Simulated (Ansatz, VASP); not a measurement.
# Cross-check of AlN between VASP and Ansatz, part 2 of 2

One calculation is typed for both programs; each brings its own data sets. How far apart do they land? The cell is taken from a series of runs on this material, whose earlier steps may have relaxed, scaled, displaced or heated it; both programs get it as it stands.

VASP 6.6.1 and Ansatz 0.2.0.

So far: Starting point; Ansatz: zone-centre phonons, LDA.

### 3. VASP: zone-centre phonons, LDA

Level of this step: LDA; plane waves and PAW (Al, N) (VASP).

The same cell, functional (in two slightly different forms) and mesh now go to VASP, with its own data sets.

Lines of VASP's logs that name or quote its potential files are left out, and so is its time.

File INCAR:

```
SYSTEM = AlN
PREC = Accurate
ENCUT = 600
EDIFF = 1E-08
NELM = 120
ISMEAR = 0
SIGMA = 0.01
LREAL = .FALSE.
ALGO = Normal
GGA = CA
NBANDS = 10
LORBIT = 11
LWAVE = .FALSE.
LCHARG = .FALSE.
ISIF = 2
IBRION = 8
LEPSILON = .TRUE.
LASPH = .TRUE.
GGA_COMPAT = .FALSE.
EFERMI = MIDGAP
```

File POSCAR:

```
AlN
1.0
   -2.1665013750      0.0000000000      2.1665013750
    0.0000000000      2.1665013750      2.1665013750
   -2.1665013750      2.1665013750      0.0000000000
Al N
1 1
Direct
    0.0000000000      0.0000000000      0.0000000000
    0.7500000000      0.7500000000      0.7500000000
```

File KPOINTS:

```
Automatic mesh
0
Gamma
8 8 8
0 0 0
```

The projector-augmented-wave data sets are Al and N (LDA family, release 64).

Run with:

```console
$ mpirun -np 1 vasp_std
```

Log:

```text
[banner, memory and clock lines left out]
running    1 mpi-ranks, on    1 nodes
 distrk:  each k-point on    1 cores,    1 groups
 distr:  one band on    1 cores,    1 groups

 POSCAR found type information on POSCAR AlN
 POSCAR found :  2 types and       2 ions
 LDA part: xc-table for (Slater(with rela. corr.)+CA(PZ))
 , standard interpolation
 POSCAR, INCAR and KPOINTS ok, starting setup
 FFT: planning ... GRIDC
 FFT: planning ... GRID_SOFT
 FFT: planning ... GRID
 WAVECAR not read
 entering main loop
       N       E                     dE             d eps       ncg     rms          rms(c)
DAV:   1     0.112677116557E+02    0.11268E+02   -0.43745E+03   604   0.759E+02
DAV:   2    -0.181896989867E+02   -0.29457E+02   -0.28571E+02   682   0.142E+02
DAV:   3    -0.189530521007E+02   -0.76335E+00   -0.76252E+00   694   0.221E+01
DAV:   4    -0.189561696059E+02   -0.31175E-02   -0.31174E-02   654   0.169E+00
DAV:   5    -0.189561971224E+02   -0.27516E-04   -0.27516E-04   664   0.150E-01    0.877E+00
DAV:   6    -0.164504228447E+02    0.25058E+01   -0.13204E+01   604   0.194E+01    0.300E+00
DAV:   7    -0.164038801716E+02    0.46543E-01   -0.95759E-02   644   0.273E+00    0.194E+00
DAV:   8    -0.163750582202E+02    0.28822E-01   -0.28275E-02   604   0.163E+00    0.357E-01
DAV:   9    -0.163747596661E+02    0.29855E-03   -0.11191E-03   664   0.229E-01    0.180E-01
DAV:  10    -0.163747799262E+02   -0.20260E-04   -0.54344E-05   630   0.563E-02    0.401E-02
DAV:  11    -0.163747788108E+02    0.11154E-05   -0.12723E-06   648   0.802E-03    0.761E-03
DAV:  12    -0.163747788154E+02   -0.45283E-08   -0.36645E-08   668   0.156E-03
   1 F= -.16374779E+02 E0= -.16374779E+02  d E =0.000000E+00
 Linear response reoptimize wavefunctions to high precision
DAV:   1    -0.163747788111E+02    0.42617E-08   -0.16960E-08   646   0.857E-04
DAV:   2    -0.163747788111E+02   -0.33651E-10   -0.90641E-11   330   0.106E-04
 Linear response G [H, r] |phi>, progress :
  Direction:   1
       N       E                     dE             d eps       ncg     rms
RMM:   1    -0.330994165564E+02   -0.33099E+02   -0.26484E-01  1387   0.474E+01
RMM:   2    -0.309957777639E+02    0.21036E+01   -0.10873E+00   927   0.826E+00
RMM:   3    -0.310009365153E+02   -0.51588E-02   -0.10149E-02   945   0.748E-01
RMM:   4    -0.310008588682E+02    0.77647E-04   -0.83062E-04   989   0.930E-02
RMM:   5    -0.310008478023E+02    0.11066E-04   -0.59311E-04  1019   0.162E-02
RMM:   6    -0.310008469400E+02    0.86238E-06   -0.58208E-04  1040   0.642E-03
RMM:   7    -0.310008468913E+02    0.48691E-07   -0.58133E-04  1025   0.507E-03
RMM:   8    -0.310008417175E+02    0.51738E-05   -0.52867E-04   830   0.486E-03
RMM:   9    -0.310008378129E+02    0.39046E-05   -0.49457E-04   743   0.486E-03
RMM:  10    -0.310008331553E+02    0.46576E-05   -0.41660E-04   668   0.482E-03
 Linear response G [H, r] |phi>, progress :
  Direction:   2
       N       E                     dE             d eps       ncg     rms
RMM:   1    -0.353988219826E+02   -0.35399E+02   -0.35757E+00  1391   0.488E+01
RMM:   2    -0.312056205435E+02    0.41932E+01   -0.12785E+00   936   0.881E+00
RMM:   3    -0.312071393471E+02   -0.15188E-02   -0.12489E-02   943   0.788E-01
RMM:   4    -0.312069345205E+02    0.20483E-03   -0.74838E-04   998   0.954E-02
RMM:   5    -0.312069230341E+02    0.11486E-04   -0.49167E-04  1026   0.153E-02
RMM:   6    -0.312069223298E+02    0.70439E-06   -0.48226E-04  1040   0.501E-03
RMM:   7    -0.312069221884E+02    0.14133E-06   -0.48164E-04  1024   0.361E-03
RMM:   8    -0.312069222122E+02   -0.23805E-07   -0.48578E-04   841   0.343E-03
RMM:   9    -0.312069145610E+02    0.76512E-05   -0.39784E-04   733   0.339E-03
RMM:  10    -0.312069071778E+02    0.73832E-05   -0.41643E-04   691   0.338E-03
 Linear response G [H, r] |phi>, progress :
  Direction:   3
       N       E                     dE             d eps       ncg     rms
RMM:   1    -0.268360142126E+02   -0.26836E+02    0.82402E+01  1301   0.483E+01
RMM:   2    -0.250457514330E+02    0.17903E+01   -0.11423E+00   927   0.812E+00
RMM:   3    -0.250473476349E+02   -0.15962E-02   -0.97471E-03   934   0.711E-01
RMM:   4    -0.250473376696E+02    0.99653E-05   -0.14835E-04   987   0.874E-02
RMM:   5    -0.250473383117E+02   -0.64204E-06   -0.29186E-05  1005   0.163E-02
RMM:   6    -0.250473384384E+02   -0.12679E-06   -0.28230E-05  1025   0.687E-03
RMM:   7    -0.250473383422E+02    0.96212E-07   -0.27428E-05   952   0.552E-03
RMM:   8    -0.250473385594E+02   -0.21721E-06   -0.31259E-05   787   0.538E-03
RMM:   9    -0.250473385035E+02    0.55975E-07   -0.26941E-05   684   0.528E-03
RMM:  10    -0.250473385098E+02   -0.63608E-08   -0.42899E-05   651   0.527E-03
 Linear response to external field (no local field effect), progress :
  Direction:   1
       N       E                     dE             d eps       ncg     rms          rms(c)
RMM:   1    -0.234762461808E+00   -0.23476E+00   -0.86815E-01  1306   0.216E+00
RMM:   2    -0.240540095626E+00   -0.57776E-02   -0.17726E-03   929   0.262E-01
RMM:   3    -0.240554975231E+00   -0.14880E-04   -0.17710E-05   960   0.254E-02
RMM:   4    -0.240555176902E+00   -0.20167E-06   -0.29352E-07   980   0.298E-03
RMM:   5    -0.240555178052E+00   -0.11498E-08   -0.47647E-08   906   0.534E-04
[...]
RMM:   5    -0.142423088461E+00   -0.15206E-08   -0.31569E-08   904   0.426E-04
 change of polarisation eV/A/(eV/A) component  3 :     0.034     0.036     0.285
 dielectric tensor                  component  3 :     0.303     0.324     3.534
 Linear response to external field, progress :
  Direction:   1
       N       E                     dE             d eps       ncg     rms          rms(c)
RMM:   1    -0.207087853978E+00   -0.20709E+00   -0.73352E-01  4244   0.209E+00
RMM:   2    -0.211817061710E+00   -0.47292E-02   -0.15027E-03  3040   0.247E-01    0.675E-01
RMM:   3    -0.205237445516E+00    0.65796E-02   -0.32569E-03  2958   0.371E-01    0.396E-01
RMM:   4    -0.211794083488E+00   -0.65566E-02   -0.45635E-03  2989   0.451E-01    0.511E-02
RMM:   5    -0.212899846264E+00   -0.11058E-02   -0.75380E-05  3127   0.712E-02    0.893E-03
RMM:   6    -0.213010917830E+00   -0.11107E-03   -0.51908E-07  3218   0.607E-03    0.386E-03
RMM:   7    -0.213041962432E+00   -0.31045E-04   -0.86858E-08  3203   0.198E-03    0.238E-04
RMM:   8    -0.213043828596E+00   -0.18662E-05   -0.22498E-08  3153   0.242E-04    0.924E-05
RMM:   9    -0.213043682639E+00    0.14596E-06   -0.22882E-08  2472   0.146E-04    0.405E-06
 change of polarisation eV/A/(eV/A) component  1 :     0.398    -0.074    -0.049
 dielectric tensor                  component  1 :     4.545    -0.661    -0.433
 Linear response to external field, progress :
  Direction:   2
       N       E                     dE             d eps       ncg     rms          rms(c)
RMM:   1    -0.207088867740E+00   -0.20709E+00   -0.73353E-01  4244   0.209E+00
RMM:   2    -0.211817056691E+00   -0.47282E-02   -0.15021E-03  3039   0.247E-01    0.675E-01
RMM:   3    -0.205237464664E+00    0.65796E-02   -0.32575E-03  2957   0.371E-01    0.396E-01
RMM:   4    -0.211794181980E+00   -0.65567E-02   -0.45650E-03  2988   0.451E-01    0.511E-02
RMM:   5    -0.212899931923E+00   -0.11057E-02   -0.75631E-05  3127   0.712E-02    0.893E-03
RMM:   6    -0.213011023523E+00   -0.11109E-03   -0.55276E-07  3218   0.607E-03    0.385E-03
RMM:   7    -0.213041952709E+00   -0.30929E-04   -0.90738E-08  3202   0.197E-03    0.238E-04
RMM:   8    -0.213043831606E+00   -0.18789E-05   -0.23640E-08  3156   0.242E-04    0.912E-05
RMM:   9    -0.213043667118E+00    0.16449E-06   -0.23590E-08  2454   0.146E-04    0.407E-06
 change of polarisation eV/A/(eV/A) component  2 :    -0.083     0.398     0.046
 dielectric tensor                  component  2 :    -0.738     4.545     0.413
 Linear response to external field, progress :
  Direction:   3
       N       E                     dE             d eps       ncg     rms          rms(c)
RMM:   1    -0.207105552547E+00   -0.20711E+00   -0.73370E-01  4244   0.209E+00
RMM:   2    -0.211817078086E+00   -0.47115E-02   -0.15007E-03  3039   0.247E-01    0.675E-01
RMM:   3    -0.205237471596E+00    0.65796E-02   -0.32575E-03  2961   0.371E-01    0.396E-01
RMM:   4    -0.211794177896E+00   -0.65567E-02   -0.45649E-03  2988   0.451E-01    0.511E-02
RMM:   5    -0.212899876846E+00   -0.11057E-02   -0.75615E-05  3127   0.712E-02    0.893E-03
RMM:   6    -0.213010921481E+00   -0.11104E-03   -0.55270E-07  3221   0.607E-03    0.386E-03
RMM:   7    -0.213041959542E+00   -0.31038E-04   -0.90592E-08  3206   0.198E-03    0.238E-04
RMM:   8    -0.213043822458E+00   -0.18629E-05   -0.23140E-08  3155   0.242E-04    0.931E-05
RMM:   9    -0.213043685274E+00    0.13718E-06   -0.23175E-08  2470   0.147E-04    0.404E-06
 change of polarisation eV/A/(eV/A) component  3 :    -0.072     0.058     0.398
 dielectric tensor                  component  3 :    -0.637     0.515     4.545
 Linear response DOF=           2
 Linear response progress:
  Degree of freedom:   1/  2
       N       E                     dE             d eps       ncg     rms          rms(c)
RMM:   1    -0.599382170672E-02   -0.59938E-02   -0.37109E-03  4407   0.684E-01
RMM:   2    -0.547304952346E-02    0.52077E-03   -0.21079E-04  2928   0.114E-01    0.905E-02
RMM:   3    -0.537499037224E-02    0.98059E-04   -0.71959E-05  3039   0.508E-02    0.489E-02
RMM:   4    -0.539040289360E-02   -0.15413E-04   -0.64243E-05  3041   0.478E-02    0.777E-03
RMM:   5    -0.538901700255E-02    0.13859E-05    0.41254E-07  3077   0.709E-03    0.729E-04
RMM:   6    -0.538822674686E-02    0.79026E-06   -0.99015E-09  3086   0.640E-04    0.320E-04
RMM:   7    -0.538731110969E-02    0.91564E-06   -0.31370E-08  3132   0.418E-04    0.270E-05
RMM:   8    -0.538730538868E-02    0.57210E-08    0.17032E-07  3217   0.892E-05    0.101E-05
RMM:   9    -0.538730021215E-02    0.51765E-08    0.14997E-07  3325   0.655E-05    0.754E-07
RMM:  10    -0.538730127777E-02   -0.10656E-08    0.13990E-07  2491   0.583E-05    0.373E-07
RMM:  11    -0.538730084091E-02    0.43687E-09    0.12917E-07  1878   0.580E-05    0.585E-08
 first order change of Fermi-energy   0.18417E+00
 force on displaced ion       1 direction 1 : -15.523   0.000   0.000
 Born effective charge ion    1 direction 1 :   2.528   0.000   0.000
 Linear response progress:
  Degree of freedom:   2/  2
       N       E                     dE             d eps       ncg     rms          rms(c)
RMM:   1    -0.231753358289E+00   -0.23175E+00    0.20369E-01  3611   0.326E+00
RMM:   2    -0.232297639713E+00   -0.54428E-03   -0.19698E-03  2956   0.380E-01    0.183E-01
RMM:   3    -0.233113268320E+00   -0.81563E-03   -0.70486E-04  2781   0.181E-01    0.904E-02
RMM:   4    -0.234925431624E+00   -0.18122E-02   -0.61469E-04  2806   0.165E-01    0.214E-02
RMM:   5    -0.234940913785E+00   -0.15482E-04   -0.17629E-05  3173   0.319E-02    0.186E-03
RMM:   6    -0.234958814262E+00   -0.17900E-04   -0.34893E-07  3226   0.306E-03    0.816E-04
RMM:   7    -0.234959059420E+00   -0.24516E-06   -0.25096E-07  3237   0.856E-04    0.631E-05
RMM:   8    -0.234957903580E+00    0.11558E-05   -0.17303E-07  3312   0.369E-04    0.269E-05
RMM:   9    -0.234957887901E+00    0.15679E-07   -0.17433E-07  3431   0.308E-04    0.230E-06
RMM:  10    -0.234957930934E+00   -0.43033E-07   -0.17651E-07  3338   0.291E-04    0.114E-06
RMM:  11    -0.234957926772E+00    0.41616E-08   -0.19010E-07  2645   0.288E-04    0.278E-07
RMM:  12    -0.234957926928E+00   -0.15654E-09   -0.10463E-07  1890   0.288E-04    0.996E-08
 first order change of Fermi-energy  -0.18491E+00
 force on displaced ion       2 direction 1 : -15.522  -0.000  -0.000
 Born effective charge ion    2 direction 1 :  -2.532   0.000   0.000
 Born effective charges drift removed
 Linear response finished
```

From OUTCAR (step 3):

```text
ion  position               nearest neighbor table
   1  0.000  0.000  0.000-   2 1.88   2 1.88   2 1.88   2 1.88
   2  0.750  0.750  0.750-   1 1.88   1 1.88   1 1.88   1 1.88

  LATTYP: Found a face centered cubic cell.
 ALAT       =     4.3330027500

 Subroutine GETGRP returns: Found 24 space group operations
 (whereof 24 operations were pure point group operations)

The static configuration has the point symmetry T_d .

 Found     29 irreducible k-points:

   k-points           NKPTS =     29   k-points in BZ     NKDIM =     29   number of bands    NBANDS=     10

   dimension x,y,z NGX =    24 NGY =   24 NGZ =   24
   dimension x,y,z NGXF=    48 NGYF=   48 NGZF=   48

   ENCUT  =  600.0 eV  44.10 Ry    6.64 a.u.   6.12  6.12  6.12*2*pi/ulx,y,z

   NELECT =       8.0000    total number of electrons

 k-points in reciprocal lattice and weights: Automatic mesh
   0.00000000  0.00000000  0.00000000       0.002
   0.12500000  0.00000000  0.00000000       0.016
   0.25000000  0.00000000  0.00000000       0.016
   0.37500000  0.00000000  0.00000000       0.016
   0.50000000  0.00000000  0.00000000       0.008
   0.12500000  0.12500000  0.00000000       0.012
   0.25000000  0.12500000  0.00000000       0.047
   0.37500000  0.12500000  0.00000000       0.047
   0.50000000  0.12500000  0.00000000       0.047
[...]
-0.37500000  0.50000000  0.12500000       0.023
  -0.25000000  0.50000000  0.25000000       0.012

 average (electrostatic) potential at core
       1 -69.5791       2 -59.6359

  Total        0.2455242      0.2455242      0.2455242      0.0000000      0.0000000      0.0000000
  in kB       19.3418518     19.3418518     19.3418518      0.0000000      0.0000000      0.0000000
  external PRESSURE =      19.3418518 kB  Pullay stress =       0.0000000 kB

  energy-cutoff  :      600.00
  volume of cell :       20.34
      direct lattice vectors                 reciprocal lattice vectors
    -2.166501375  0.000000000  2.166501375    -0.230786837 -0.230786837  0.230786837
     0.000000000  2.166501375  2.166501375     0.230786837  0.230786837  0.230786837
    -2.166501375  2.166501375  0.000000000    -0.230786837  0.230786837 -0.230786837

 POSITION                                       TOTAL-FORCE (eV/Angst)
 -----------------------------------------------------------------------------------
      0.00000      0.00000      0.00000         0.000000     -0.000000     -0.000000
     -3.24975      3.24975      3.24975        -0.000000      0.000000      0.000000
 -----------------------------------------------------------------------------------
    total drift:                               -0.000000      0.000000      0.000000

 MACROSCOPIC STATIC DIELECTRIC TENSOR (including local field effects in DFT)
 ------------------------------------------------------
           4.544506     0.000000     0.000000
           0.000000     4.544506     0.000000
           0.000000    -0.000000     4.544506
 ------------------------------------------------------

 PIEZOELECTRIC TENSOR (including local field effects)  for field in x, y, z        (C/m^2)
          XX          YY          ZZ          XY          YZ          ZX
  --------------------------------------------------------------------------------
  x    -0.00000    -0.00000     0.00000     0.00000    -0.60676     0.00000
  y     0.00000    -0.00000    -0.00000     0.00000     0.00000    -0.60676
  z    -0.00000    -0.00000    -0.00000    -0.60676     0.00000     0.00000

 BORN EFFECTIVE CHARGES (including local field effects) (in |e|, cummulative output)
 ---------------------------------------------------------------------------------
 ion    1
    1     2.53038    -0.00000    -0.00000
    2     0.00000     2.53038     0.00000
    3    -0.00000     0.00000     2.53038
 ion    2
    1    -2.53038     0.00000     0.00000
    2    -0.00000    -2.53038    -0.00000
    3     0.00000     0.00000    -2.53038

 Eigenvectors and eigenvalues of the dynamical matrix
 ----------------------------------------------------

   1 f  =   20.286766 THz   127.465508 2PiTHz  676.693663 cm-1    83.899284 meV
             X         Y         Z           dx          dy          dz
      0.000000  0.000000  0.000000     0.584510    0.000000   -0.000000
     -3.249752  3.249752  3.249752    -0.811386    0.000000   -0.000000

   2 f  =   20.286766 THz   127.465508 2PiTHz  676.693663 cm-1    83.899284 meV
             X         Y         Z           dx          dy          dz
      0.000000  0.000000  0.000000     0.000000   -0.584510    0.000000
     -3.249752  3.249752  3.249752     0.000000    0.811386    0.000000

   3 f  =   20.286766 THz   127.465508 2PiTHz  676.693663 cm-1    83.899284 meV
             X         Y         Z           dx          dy          dz
      0.000000  0.000000  0.000000     0.000000    0.000000   -0.584510
     -3.249752  3.249752  3.249752     0.000000   -0.000000    0.811386

   4 f/i=    0.000313 THz     0.001968 2PiTHz    0.010449 cm-1     0.001296 meV
             X         Y         Z           dx          dy          dz
      0.000000  0.000000  0.000000     0.248768   -0.668860   -0.386120
     -3.249752  3.249752  3.249752     0.179209   -0.481837   -0.278155

   5 f/i=    0.000313 THz     0.001968 2PiTHz    0.010449 cm-1     0.001296 meV
             X         Y         Z           dx          dy          dz
      0.000000  0.000000  0.000000    -0.503349    0.167250   -0.614016
     -3.249752  3.249752  3.249752    -0.362605    0.120484   -0.442328

   6 f/i=    0.000313 THz     0.001968 2PiTHz    0.010449 cm-1     0.001296 meV
             X         Y         Z           dx          dy          dz
      0.000000  0.000000  0.000000     0.585749    0.427787   -0.363654
     -3.249752  3.249752  3.249752     0.421965    0.308171   -0.261971

 MACROSCOPIC STATIC DIELECTRIC TENSOR IONIC CONTRIBUTION
 ------------------------------------------------------
           3.670095     0.000000    -0.000000
           0.000000     3.670095     0.000000
          -0.000000     0.000000     3.670095
 ------------------------------------------------------

 ELASTIC MODULI CONTR FROM IONIC RELAXATION (kBar)
 Direction    XX          YY          ZZ          XY          YZ          ZX
 --------------------------------------------------------------------------------
 XX          -0.0000      0.0000      0.0000      0.0000     -0.0000      0.0000
 YY           0.0000     -0.0000      0.0000      0.0000      0.0000     -0.0000
 ZZ           0.0000      0.0000     -0.0000     -0.0000      0.0000      0.0000
 XY           0.0000      0.0000     -0.0000   -478.7728      0.0000      0.0000
 YZ          -0.0000      0.0000      0.0000      0.0000   -478.7728      0.0000
 ZX           0.0000     -0.0000      0.0000      0.0000      0.0000   -478.7728
 --------------------------------------------------------------------------------

 PIEZOELECTRIC TENSOR IONIC CONTR  for field in x, y, z        (C/m^2)
          XX          YY          ZZ          XY          YZ          ZX
  --------------------------------------------------------------------------------
  x     0.00000    -0.00000    -0.00000    -0.00000     1.24731    -0.00000
  y    -0.00000     0.00000    -0.00000     0.00000     0.00000     1.24731
  z    -0.00000    -0.00000     0.00000     1.24731    -0.00000     0.00000
```

### 4. Comparison

Known differences besides the potentials themselves: the two LDA forms differ slightly; fixed occupations in Ansatz, narrow Gaussian smearing in VASP; VASP's response is taken on the typed mesh, Ansatz refines its own for the field response alone; the cutoff is 1142.88 eV in Ansatz and 600 eV in VASP; VASP's log shows a relativistic correction to its local exchange, Ansatz's none. Total energies have different zeros and are not compared.

Both answers:

```csv
quantity,Ansatz,VASP,difference
ε∞ xx,4.49,4.54,-1.25 %
ε∞ yy,4.49,4.54,-1.25 %
ε∞ zz,4.49,4.54,-1.25 %
Born charge of Al1 (mean of the diagonal) (e),2.53,2.53,0.00
Born charge of N2 (mean of the diagonal) (e),-2.53,-2.53,0.00
optical mode 1 to 3 (cm⁻¹),669.5,676.7,-1.06 %
```

Modes are paired by rising frequency, not by their patterns, so a pair may set unlike modes beside each other; they are those without the splitting of longitudinal modes.

### 5. Outcome

- r.m.s. difference of the optical zone-centre modes, each program's sorted by frequency (zone-centre phonons, LDA): 7.2 cm⁻¹
- difference in ε∞ xx (zone-centre phonons, LDA): -1.3 %

The r.m.s. difference of the optical zone-centre modes, each program's sorted by frequency is 7.2 cm⁻¹ (zone-centre phonons, LDA). Among the rows given in per cent, the largest difference of the zone-centre phonons, LDA pair is in ε∞ xx, -1.3 %. Such differences can come from data sets, numerical settings and the points named under the comparisons, not from the functional's error against experiment.

[Lines on the potential files, build, host, timing and source positions are cut from VASP's logs without a mark.]

[Logs are printed without paths, hosts, clocks, repeated set-up lines and the standing remarks that a program may print on its own settings, such as how far it seeks lower states.]

[Hosts, paths, dates, database ids (printed as entryN), source tags and the programs' standing remarks are cut or masked in the printed files.]
